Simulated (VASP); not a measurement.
# How SCF solver and PAW data sets change a VASP run on W (Tungsten)

How sensitive are energy and pressure of W (Tungsten) to the SCF solver and PAW data sets? The series runs use PBEsol. The SCF solver tried: ALGO = Normal; ALGO = Fast; ALGO = VeryFast; ALGO = All; ALGO = Damped; AMIX = 0.1, BMIX = 0.01; AMIX = 0.8; IMIX = 1, AMIX = 0.2. The PAW data sets tried: minimal 64: W; recommended 54: W; materialsproject 64: W_sv; gw 64: W_sv_GW. The start is a cell from a database of measured crystal structures.

Program: VASP 6.6.1. Level of theory: PBEsol; plane waves and PAW (W), in the first sound run; inputs show where later runs differ. Results are calculated unless marked as measured.

## (1) Set-up

Symmetry: Im-3m, No. 229, cubic system. The conventional cell has a = 3.165 Å, b = 3.165 Å, c = 3.165 Å, α = 90.00°, β = 90.00°, γ = 90.00°. Nearest to W lie 8 W at 2.74 Å.

## (2) SCF solver: ALGO = Normal

All solvers should reach one answer; they differ in cycles and robustness. PBEsol restores the gradient expansion of exchange and is tuned for the cells of solids.

The input, INCAR:

```
SYSTEM = W
PREC = Accurate
ENCUT = 400
EDIFF = 1E-06
NELM = 100
ISMEAR = -1
SIGMA = 0.05
LREAL = .FALSE.
ALGO = Normal
GGA = PS
NBANDS = 9
LORBIT = 11
LWAVE = .FALSE.
LCHARG = .FALSE.
KPAR = 2
ISIF = 2
```

The input, POSCAR:

```
W
1.0
   -1.5823450000      1.5823450000      1.5823450000
    1.5823450000     -1.5823450000      1.5823450000
    1.5823450000      1.5823450000     -1.5823450000
W
1
Direct
    0.0000000000      0.0000000000      0.0000000000
```

The input, KPOINTS:

```
Automatic mesh
0
Gamma
12 12 12
0 0 0
```

Potentials, in the order of the species: W (PBE family, release 64).

Run with:

```console
$ mpirun -np 2 vasp_std
```

Log:

```text
[banner, memory and clock lines left out]
running    2 mpi-ranks, on    1 nodes
 distrk:  each k-point on    1 cores,    2 groups
 distr:  one band on    1 cores,    1 groups

 POSCAR found type information on POSCAR W
 POSCAR found :  1 types and       1 ions
|                                                                             |
|               ----> ADVICE to this user running VASP <----                  |
|                                                                             |
|     You enforced a specific xc type in the INCAR file but a different       |
|     [... a line on the potential file left out ...]
|     I HOPE YOU KNOW WHAT YOU ARE DOING!                                     |
|                                                                             |

 LDA part: xc-table for (Slater+PW92), standard interpolation
 POSCAR, INCAR and KPOINTS ok, starting setup
 FFT: planning ... GRIDC
 FFT: planning ... GRID_SOFT
 FFT: planning ... GRID
 WAVECAR not read
 entering main loop
       N       E                     dE             d eps       ncg     rms          rms(c)
DAV:   1     0.345053393868E+01    0.34505E+01   -0.25481E+03  1304   0.454E+02
DAV:   2    -0.142940193187E+02   -0.17745E+02   -0.16978E+02  1526   0.118E+02
DAV:   3    -0.146161981893E+02   -0.32218E+00   -0.32154E+00  1467   0.130E+01
DAV:   4    -0.146169970008E+02   -0.79881E-03   -0.79879E-03  1489   0.715E-01
DAV:   5    -0.146169991345E+02   -0.21337E-05   -0.21344E-05  1485   0.321E-02    0.213E+01
DAV:   6    -0.140863070618E+02    0.53069E+00   -0.40300E-01  1417   0.403E+00    0.104E+01
DAV:   7    -0.138808920210E+02    0.20542E+00   -0.46857E-01  1459   0.421E+00    0.325E-01
DAV:   8    -0.138790572625E+02    0.18348E-02   -0.23682E-03  1374   0.370E-01    0.170E-01
DAV:   9    -0.138786660773E+02    0.39119E-03   -0.27716E-04  1519   0.730E-02    0.313E-02
DAV:  10    -0.138786660714E+02    0.58624E-08   -0.31411E-05  1509   0.387E-02    0.245E-02
DAV:  11    -0.138786647126E+02    0.13588E-05   -0.94711E-07   880   0.939E-03    0.462E-03
DAV:  12    -0.138786647736E+02   -0.60931E-07   -0.33930E-08   673   0.201E-03
   1 F= -.13878665E+02 E0= -.13876237E+02  d E =-.485576E-02
```

Elapsed: 2.8 s, on 2 MPI ranks of Intel Xeon Platinum 8375C at 2.90GHz (Ice Lake), shared host; peak memory 0.22 GiB; 4.2 s of CPU time.

Lines that name or quote the potential files are left out of all logs, and their timing lines are given in words.

From OUTCAR (step 2):

```text
ion  position               nearest neighbor table
   1  0.000  0.000  0.000-

  LATTYP: Found a body centered cubic cell.
 ALAT       =     3.1646900000

 Subroutine GETGRP returns: Found 48 space group operations
 (whereof 48 operations were pure point group operations)

The static configuration has the point symmetry O_h .

 Found     72 irreducible k-points:

   k-points           NKPTS =     72   k-points in BZ     NKDIM =     72   number of bands    NBANDS=      9

   dimension x,y,z NGX =    18 NGY =   18 NGZ =   18
   dimension x,y,z NGXF=    36 NGYF=   36 NGZF=   36

   ENCUT  =  400.0 eV  29.40 Ry    5.42 a.u.   4.47  4.47  4.47*2*pi/ulx,y,z

   NELECT =       6.0000    total number of electrons

 k-points in reciprocal lattice and weights: Automatic mesh
   0.00000000  0.00000000  0.00000000       0.001
   0.08333333  0.00000000  0.00000000       0.007
   0.16666667  0.00000000  0.00000000       0.007
   0.25000000  0.00000000  0.00000000       0.007
   0.33333333  0.00000000  0.00000000       0.007
   0.41666667  0.00000000  0.00000000       0.007
   0.50000000  0.00000000  0.00000000       0.003
   0.08333333  0.08333333  0.00000000       0.014
   0.16666667  0.08333333  0.00000000       0.028
[...]
0.50000000  0.50000000  0.41666667       0.007
   0.50000000  0.50000000  0.50000000       0.001

 average (electrostatic) potential at core
       1 -37.7301

 E-fermi :   7.5687

 k-point     1 :       0.0000    0.0000    0.0000
  band No.  band energies     occupation
      1      -1.9822      2.00000
      2       6.4112      2.00000
      3       6.4112      2.00000
      4       6.4112      2.00000
      5       9.8516      0.00000
      6       9.8516      0.00000
      7      22.9292      0.00000
      8      22.9292      0.00000
      9      22.9292      0.00000

 k-point     2 :       0.0833    0.0000    0.0000
  band No.  band energies     occupation
      1      -1.6567      2.00000
      2       6.2130      2.00000
      3       6.3620      2.00000
      4       6.7376      2.00000
      5       9.5596      0.00000
      6       9.8589      0.00000
      7      23.1985      0.00000
      8      23.4978      0.00000
      9      23.7017      0.00000

 k-point     3 :       0.1667    0.0000    0.0000
  band No.  band energies     occupation
      1      -0.7600      2.00000
      2       5.7130      2.00000
      3       6.1138      2.00000
      4       7.6919      0.15672
      5       9.1729      0.00000
      6       9.9096      0.00000
      7      23.6125      0.00000
      8      25.0976      0.00000
    ...

  Total       -0.6166245     -0.6166245     -0.6166245      0.0000000     -0.0000000      0.0000000
  in kB      -62.3401463    -62.3401463    -62.3401463      0.0000000     -0.0000000      0.0000000
  external PRESSURE =     -62.3401463 kB  Pullay stress =       0.0000000 kB

  energy-cutoff  :      400.00
  volume of cell :       15.85
      direct lattice vectors                 reciprocal lattice vectors
    -1.582345000  1.582345000  1.582345000     0.000000000  0.315986716  0.315986716
     1.582345000 -1.582345000  1.582345000     0.315986716  0.000000000  0.315986716
     1.582345000  1.582345000 -1.582345000     0.315986716  0.315986716  0.000000000

 POSITION                                       TOTAL-FORCE (eV/Angst)
 -----------------------------------------------------------------------------------
      0.00000      0.00000      0.00000         0.000000      0.000000      0.000000
 -----------------------------------------------------------------------------------
    total drift:                                0.000000      0.000000      0.000000

  FREE ENERGIE OF THE ION-ELECTRON SYSTEM (eV)
  ---------------------------------------------------
  free  energy   TOTEN  =       -13.8786647736 eV

  energy  without entropy=      -13.8738090167  energy(sigma->0) =      -13.87623690

 total charge
# of ion       s       p       d       tot
------------------------------------------
    1        0.670   0.723   4.177   5.570

[... 3 further parts left out ...]
```

The PAW data sets were made with PBE, which is usual practice but a small mismatch for other functionals. The data set W keeps the semicore shell frozen, which is cheaper and a little less accurate.

This step gave:

- SCF cycles: 12
- electrons: 6
- bands: 9
- irreducible k-points: 72
- symmetry operations: 48
- free energy (TOTEN): -13.88 eV
- energy at zero smearing: -13.88 eV
- Fermi energy: 7.569 eV
- pressure: -6.234 GPa
- metallic: yes

The series starts at -13.8762 eV an atom and -6.23 GPa, after 12 cycles in 2.8 s.

## (3) SCF solver: ALGO = Fast

INCAR: that of step 2 with these lines changed.

```diff
@@ -8,3 +8,3 @@
 LREAL = .FALSE.
-ALGO = Normal
+ALGO = Fast
 GGA = PS
```

POSCAR is that of step 2.

KPOINTS is that of step 2.

Run with:

```console
$ mpirun -np 2 vasp_std
```

Log:

```text
[banner, memory and clock lines left out]
running    2 mpi-ranks, on    1 nodes
[...]
[... a notice as in an earlier step ...]

 LDA part: xc-table for (Slater+PW92), standard interpolation
 POSCAR, INCAR and KPOINTS ok, starting setup
[...]
entering main loop
       N       E                     dE             d eps       ncg     rms          rms(c)
[... 5 cycles as in an earlier step ...]
RMM:   6    -0.140848035000E+02    0.53220E+00   -0.21283E-01  1296   0.313E+00    0.987E+00
RMM:   7    -0.138791732706E+02    0.20563E+00   -0.30725E-01  1313   0.351E+00    0.343E-01
RMM:   8    -0.138789828987E+02    0.19037E-03   -0.17181E-02  1373   0.141E+00    0.756E-01
RMM:   9    -0.138791668734E+02   -0.18397E-03   -0.29623E-03  1406   0.383E-01    0.604E-01
RMM:  10    -0.138786899790E+02    0.47689E-03   -0.16956E-03  1325   0.334E-01    0.141E-01
RMM:  11    -0.138786674631E+02    0.22516E-04   -0.10533E-04  1419   0.115E-01    0.120E-01
RMM:  12    -0.138786693726E+02   -0.19095E-05   -0.16556E-05  1405   0.244E-02    0.587E-02
RMM:  13    -0.138786648561E+02    0.45165E-05   -0.47914E-06  1394   0.145E-02    0.274E-02
RMM:  14    -0.138786647818E+02    0.74261E-07   -0.41934E-07   861   0.535E-03
   1 F= -.13878665E+02 E0= -.13876237E+02  d E =-.485524E-02
```

Elapsed: 3.2 s, on 2 MPI ranks; peak memory 0.22 GiB; 4.9 s of CPU time.

OUTCAR, selected parts (step 3):

```text
  Total       -0.6167014     -0.6167014     -0.6167014      0.0000000     -0.0000000      0.0000000
  in kB      -62.3479229    -62.3479229    -62.3479229      0.0000000     -0.0000000      0.0000000
  external PRESSURE =     -62.3479229 kB  Pullay stress =       0.0000000 kB

 POSITION                                       TOTAL-FORCE (eV/Angst)
 -----------------------------------------------------------------------------------
      0.00000      0.00000      0.00000         0.000000     -0.000000     -0.000000
 -----------------------------------------------------------------------------------
    total drift:                                0.000000     -0.000000     -0.000000

  FREE ENERGIE OF THE ION-ELECTRON SYSTEM (eV)
  ---------------------------------------------------
  free  energy   TOTEN  =       -13.8786647818 eV

  energy  without entropy=      -13.8738095417  energy(sigma->0) =      -13.87623716

[... 2 parts as in an earlier step ...]

[... 1 further part left out ...]
[key lines of the parts left out:]
E-fermi :   7.5687
```

Against the first of the series the energy stays within 0.01 meV an atom and the pressure within 0.01 GPa, after 14 cycles in 3.2 s.

## (4) SCF solver: ALGO = VeryFast

INCAR: that of step 3 with these lines changed.

```diff
@@ -8,3 +8,3 @@
 LREAL = .FALSE.
-ALGO = Fast
+ALGO = VeryFast
 GGA = PS
```

POSCAR is that of step 3.

KPOINTS is that of step 3.

Run with:

```console
$ mpirun -np 2 vasp_std
```

Log:

```text
[... set-up lines as in an earlier step ...]
 entering main loop
       N       E                     dE             d eps       ncg     rms          rms(c)
RMM:   1     0.163034732359E+02    0.16303E+02   -0.11223E+03   648   0.337E+02
RMM:   2    -0.840767944393E+01   -0.24711E+02   -0.19643E+02   648   0.881E+01
RMM:   3    -0.134114341175E+02   -0.50038E+01   -0.29073E+01   648   0.357E+01
RMM:   4    -0.144651552945E+02   -0.10537E+01   -0.45727E+00   648   0.180E+01
[...]
RMM:  16    -0.138786620024E+02    0.27469E-03   -0.14131E-04  1456   0.710E-02    0.556E-02
RMM:  17    -0.138786649389E+02   -0.29365E-05   -0.34026E-05  1459   0.362E-02    0.217E-02
RMM:  18    -0.138786646753E+02    0.26361E-06   -0.51946E-06  1481   0.246E-02
   1 F= -.13878665E+02 E0= -.13876236E+02  d E =-.485766E-02
```

Wall time 3.6 s (2 MPI ranks); peak memory 0.22 GiB.

Parts of OUTCAR (step 4):

```text
  Total       -0.6142534     -0.6142534     -0.6142534      0.0000000     -0.0000000      0.0000000
  in kB      -62.1004307    -62.1004307    -62.1004307      0.0000000     -0.0000000      0.0000000
  external PRESSURE =     -62.1004307 kB  Pullay stress =       0.0000000 kB

 POSITION                                       TOTAL-FORCE (eV/Angst)
 -----------------------------------------------------------------------------------
      0.00000      0.00000      0.00000        -0.000000      0.000000     -0.000000
 -----------------------------------------------------------------------------------
    total drift:                               -0.000000      0.000000      0.000000

  FREE ENERGIE OF THE ION-ELECTRON SYSTEM (eV)
  ---------------------------------------------------
  free  energy   TOTEN  =       -13.8786646753 eV

  energy  without entropy=      -13.8738070153  energy(sigma->0) =      -13.87623585

[... 2 parts as in an earlier step ...]

[... 1 further part left out ...]
[key lines of the parts left out:]
E-fermi :   7.5684
```

Against the first of the series the energy stays within 0.01 meV an atom; the pressure moves by +0.02 GPa, after 18 cycles in 3.6 s.

## (5) SCF solver: ALGO = All

INCAR: that of step 4 with these lines changed.

```diff
@@ -8,3 +8,3 @@
 LREAL = .FALSE.
-ALGO = VeryFast
+ALGO = All
 GGA = PS
```

POSCAR is that of step 4.

KPOINTS is that of step 4.

Run with:

```console
$ mpirun -np 2 vasp_std
```

Log:

```text
[... set-up lines as in an earlier step ...]
 entering main loop
       N       E                     dE             d eps       ncg     rms           ort
DAV:   1     0.345053393868E+01    0.34505E+01   -0.26803E+03   648   0.521E+02
DAV:   2    -0.142940193187E+02   -0.17745E+02   -0.16978E+02   648   0.118E+02
DAV:   3    -0.146161981893E+02   -0.32218E+00   -0.32154E+00   648   0.130E+01
DAV:   4    -0.146169970008E+02   -0.79881E-03   -0.79879E-03   648   0.715E-01
DAV:   5    -0.146169991345E+02   -0.21337E-05   -0.21344E-05   648   0.321E-02
SDA:   6    -0.135885214224E+02    0.10285E+01   -0.21344E-05   648   0.622E+00   0.000E+00
 gam= 0.000 g(H,U,f)=  0.396E+00 0.200E+00 0.253E-01 ort(H,U,f) = 0.000E+00 0.000E+00 0.000E+00
 gam= 0.000 trial= 0.400  step=  0.8163 mean=  0.4000
CGA:   7    -0.138410665486E+02   -0.25255E+00   -0.25388E+00   648   0.630E-01  -0.713E-03
 gam= 0.101 g(H,U,f)=  0.404E-01 0.222E-01 0.413E-03 ort(H,U,f) =-0.698E-01 0.677E-01 0.136E-02
 gam= 0.101 trial= 0.442  step=  1.0933 mean=  0.4416
CGA:   8    -0.138752531918E+02   -0.34187E-01   -0.34385E-01   648   0.585E-02  -0.190E-02
 gam= 0.093 g(H,U,f)=  0.507E-02 0.579E-03 0.195E-03 ort(H,U,f) =-0.813E-02 0.466E-02 0.157E-02
 gam= 0.093 trial= 0.507  step=  1.1510 mean=  0.5068
CGA:   9    -0.138785074661E+02   -0.32543E-02   -0.32632E-02   648   0.303E-03  -0.282E-04
 gam= 0.052 g(H,U,f)=  0.292E-03 0.899E-05 0.141E-05 ort(H,U,f) = 0.643E-04-0.665E-04-0.260E-04
 gam= 0.052 trial= 0.571  step=  0.9929 mean=  0.5712
CGA:  10    -0.138786571568E+02   -0.14969E-03   -0.14961E-03   648   0.127E-04   0.381E-06
 gam= 0.042 g(H,U,f)=  0.956E-05 0.255E-05 0.574E-06 ort(H,U,f) =-0.193E-05 0.239E-05-0.793E-07
 gam= 0.042 trial= 0.613  step=  1.0874 mean=  0.6134
CGA:  11    -0.138786638420E+02   -0.66852E-05   -0.69051E-05   648   0.160E-05  -0.933E-06
 gam= 0.126 g(H,U,f)=  0.122E-05 0.314E-06 0.641E-07 ort(H,U,f) =-0.205E-05 0.931E-06 0.191E-06
 gam= 0.126 trial= 0.661  step=  1.1866 mean=  0.6608
CGA:  12    -0.138786647091E+02   -0.86704E-06   -0.88026E-06   648   0.134E-06  -0.509E-07
 gam= 0.084 g(H,U,f)=  0.129E-06 0.479E-08 0.516E-09 ort(H,U,f) =-0.109E-06 0.521E-07 0.611E-08
 gam= 0.084 trial= 0.713  step=  1.2050 mean=  0.7134
 final diagonalization occupied
   1 F= -.13878665E+02 E0= -.13876237E+02  d E =-.485538E-02
```

Wall time 2.8 s (2 MPI ranks); peak memory 0.23 GiB.

Parts of OUTCAR (step 5):

```text
  Total       -0.6165055     -0.6165055     -0.6165055     -0.0000000     -0.0000000      0.0000000
  in kB      -62.3281217    -62.3281217    -62.3281217     -0.0000000     -0.0000000      0.0000000
  external PRESSURE =     -62.3281217 kB  Pullay stress =       0.0000000 kB

 POSITION                                       TOTAL-FORCE (eV/Angst)
 -----------------------------------------------------------------------------------
      0.00000      0.00000      0.00000         0.000000      0.000000      0.000000
 -----------------------------------------------------------------------------------
    total drift:                               -0.000000     -0.000000     -0.000000

  FREE ENERGIE OF THE ION-ELECTRON SYSTEM (eV)
  ---------------------------------------------------
  free  energy   TOTEN  =       -13.8786647091 eV

  energy  without entropy=      -13.8738093323  energy(sigma->0) =      -13.87623702

[... 2 parts as in an earlier step ...]

[... 1 further part left out ...]
[key lines of the parts left out:]
E-fermi :   7.5687
```

Against the first of the series the energy stays within 0.01 meV an atom and the pressure within 0.01 GPa, after 12 cycles in 2.8 s.

## (6) SCF solver: ALGO = Damped

INCAR: that of step 5 with these lines changed.

```diff
@@ -8,3 +8,3 @@
 LREAL = .FALSE.
-ALGO = All
+ALGO = Damped
 GGA = PS
```

POSCAR is that of step 5.

KPOINTS is that of step 5.

Run with:

```console
$ mpirun -np 2 vasp_std
```

Log:

```text
[... set-up lines as in an earlier step ...]
 entering main loop
       N       E                     dE             d eps       ncg     rms           ort
DAV:   1     0.207128961140E+02    0.20713E+02   -0.23466E+03   648   0.521E+02
DAV:   2    -0.125714359034E+02   -0.33284E+02   -0.32079E+02   648   0.164E+02
DAV:   3    -0.145201067185E+02   -0.19487E+01   -0.19135E+01   648   0.344E+01
DAV:   4    -0.146129387891E+02   -0.92832E-01   -0.92216E-01   648   0.724E+00
[...]
DMP:  18    -0.138786624868E+02   -0.67533E-05   -0.25609E-05   648   0.324E-05   0.829E-05
DMP:  19    -0.138786641838E+02   -0.16970E-05   -0.60439E-06   648   0.112E-05   0.103E-05
DMP:  20    -0.138786645986E+02   -0.41481E-06   -0.27059E-06   648   0.573E-06   0.271E-06
 final diagonalization occupied
   1 F= -.13878665E+02 E0= -.13876237E+02  d E =-.485515E-02
```

It took 3.8 s on 2 MPI ranks; peak memory 0.23 GiB; 6.1 s of CPU time.

From OUTCAR (step 6):

```text
  Total       -0.6157660     -0.6157660     -0.6157660      0.0000000      0.0000000      0.0000000
  in kB      -62.2533568    -62.2533568    -62.2533568      0.0000000      0.0000000      0.0000000
  external PRESSURE =     -62.2533568 kB  Pullay stress =       0.0000000 kB

  FREE ENERGIE OF THE ION-ELECTRON SYSTEM (eV)
  ---------------------------------------------------
  free  energy   TOTEN  =       -13.8786645986 eV

  energy  without entropy=      -13.8738094532  energy(sigma->0) =      -13.87623703

[... 3 parts as in an earlier step ...]

[... 1 further part left out ...]
[key lines of the parts left out:]
E-fermi :   7.5687
```

Against the first of the series the energy stays within 0.01 meV an atom; the pressure moves by +0.01 GPa, after 20 cycles in 3.8 s.

(Part 1 of 2 ends here.)

[Lines on the potential files, build, host, timing and source positions are cut from VASP's logs without a mark.]

[Logs are printed without paths, hosts, clocks, repeated set-up lines and the standing remarks that a program may print on its own settings, such as how far it seeks lower states.]

[Hosts, paths, dates, database ids (printed as entryN), source tags and the programs' standing remarks are cut or masked in the printed files.]

[A measured line is paired with the nearest computed mode of its activity, which favours agreement.]
